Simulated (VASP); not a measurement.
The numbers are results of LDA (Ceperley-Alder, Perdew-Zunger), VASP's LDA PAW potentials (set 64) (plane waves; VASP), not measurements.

VASP input:

POSCAR:
```
PbS
1
    0.0000000000     2.9797398177     2.9797398177
    2.9797398177     0.0000000000     2.9797398177
    2.9797398177     2.9797398177     0.0000000000
Pb S
1 1
Direct
  0.0000000000   0.0000000000   0.0000000000
  0.5000000000   0.5000000000   0.5000000000
```

### KPOINTS
```
Regular mesh
0
gamma
8 8 8
```

**INCAR**
```
SYSTEM = PbS
PREC = Accurate
ENCUT = 520
EDIFF = 1E-7
NELM = 100
ALGO = Normal
LREAL = .FALSE.
LASPH = .TRUE.
ISMEAR = 0
SIGMA = 0.05
LMAXMIX = 4
LWAVE = .FALSE.
LCHARG = .FALSE.
ISIF = 2
```

POTCAR, in this order: Pb_d S (LDA.64 set). Program: vasp_std.

What VASP printed:

OSZICAR:
```
       N       E                     dE             d eps       ncg     rms          rms(c)
DAV:   1     0.154771168207E+03    0.15477E+03   -0.96959E+03   812   0.145E+03
DAV:   2     0.168110205717E+01   -0.15309E+03   -0.14955E+03   896   0.348E+02
DAV:   3    -0.101178517213E+02   -0.11799E+02   -0.11742E+02  1064   0.102E+02
DAV:   4    -0.104231097082E+02   -0.30526E+00   -0.30512E+00   934   0.195E+01
DAV:   5    -0.104343671321E+02   -0.11257E-01   -0.11257E-01  1120   0.349E+00    0.437E+00
DAV:   6    -0.997982676028E+01    0.45454E+00   -0.14670E+00  1202   0.942E+00    0.307E+00
DAV:   7    -0.997308479018E+01    0.67420E-02   -0.11307E-01   880   0.192E+00    0.170E+00
DAV:   8    -0.996929666655E+01    0.37881E-02   -0.11888E-02   956   0.126E+00    0.213E-01
DAV:   9    -0.996896038070E+01    0.33629E-03   -0.24033E-03  1172   0.435E-01    0.792E-02
DAV:  10    -0.996898259773E+01   -0.22217E-04   -0.14543E-04   878   0.815E-02    0.455E-02
DAV:  11    -0.996897999889E+01    0.25988E-05   -0.15457E-05  1024   0.484E-02    0.920E-03
DAV:  12    -0.996897993845E+01    0.60441E-07   -0.61322E-07  1040   0.124E-02
   1 F= -.99689799E+01 E0= -.99689796E+01  d E =-.621672E-06
```

### OUTCAR
```
------------------------ aborting loop because EDIFF is reached ----------------------------------------
  FORCE on cell =-STRESS in cart. coord.  units (eV):
  Direction    XX          YY          ZZ          XY          YZ          ZX
  --------------------------------------------------------------------------------------
  Total       -1.0844636     -1.0844636     -1.0844636      0.0000000      0.0000000      0.0000000
  in kB      -32.8367764    -32.8367764    -32.8367764      0.0000000      0.0000000      0.0000000
  external PRESSURE =     -32.8367764 kB  Pullay stress =       0.0000000 kB
  volume of cell :       52.91
      direct lattice vectors                 reciprocal lattice vectors
     0.000000000  2.979739818  2.979739818    -0.167799885  0.167799885  0.167799885
     2.979739818  0.000000000  2.979739818     0.167799885 -0.167799885  0.167799885
     2.979739818  2.979739818  0.000000000     0.167799885  0.167799885 -0.167799885
  FREE ENERGIE OF THE ION-ELECTRON SYSTEM (eV)
  ---------------------------------------------------
  free  energy   TOTEN  =        -9.9689799384 eV

  energy  without entropy=       -9.9689793168  energy(sigma->0) =       -9.96897963
```
(Selected blocks of OUTCAR.)

File OUTCAR:
```
 val. band max:        5.3965731570   @ k =   0.5000   0.0000   0.0000

 cond. band min:       5.6527737317   @ k =   0.5000   0.0000   0.0000


 Fermi energy:         5.5246734884

 k-point     1 :       0.0000    0.0000    0.0000
  band No.  band energies     occupation
      1     -11.3413      2.00000
      2     -11.3413      2.00000
      3     -11.3413      2.00000
      4     -11.3318      2.00000
      5     -11.3318      2.00000
      6      -8.0337      2.00000
      7      -0.6973      2.00000
      8       3.3176      2.00000
      9       3.3176      2.00000
     10       3.3176      2.00000
     11      10.4387      0.00000
     12      10.4387      0.00000
     13      10.4387      0.00000
     14      12.0885      0.00000

 k-point     2 :       0.1250    0.0000    0.0000
  band No.  band energies     occupation
      1     -11.3406      2.00000
      2     -11.3399      2.00000
      3     -11.3399      2.00000
      4     -11.3311      2.00000
      5     -11.3311      2.00000
      6      -7.9004      2.00000
      7      -1.1266      2.00000
      8       3.3591      2.00000
      9       3.3591      2.00000
     10       3.6295      2.00000
     11       9.2486      0.00000
     12       9.6939      0.00000
     13       9.6939      0.00000
     14      11.9853      0.00000

 k-point     3 :       0.2500    0.0000    0.0000
  band No.  band energies     occupation
      1     -11.3485      2.00000
      2     -11.3485      2.00000
      3     -11.3393      2.00000
      4     -11.3170      2.00000
      5     -11.3170      2.00000
      6      -7.5292      2.00000
      7      -2.0655      2.00000
      8       3.4775      2.00000
      9       3.4775      2.00000
     10       4.2472      2.00000
     11       7.6431      0.00000
     12       8.5133      0.00000
     13       8.5133      0.00000
     14      12.1393      0.00000

 k-point     4 :       0.3750    0.0000    0.0000
  band No.  band energies     occupation
...
```

Unless said otherwise, spin-orbit coupling is left out, though it shifts the bands of the heavy elements here.

The compound is PbS in the rock salt structure. This cell is one point of a volume scan, at 1.06 of the reference volume.
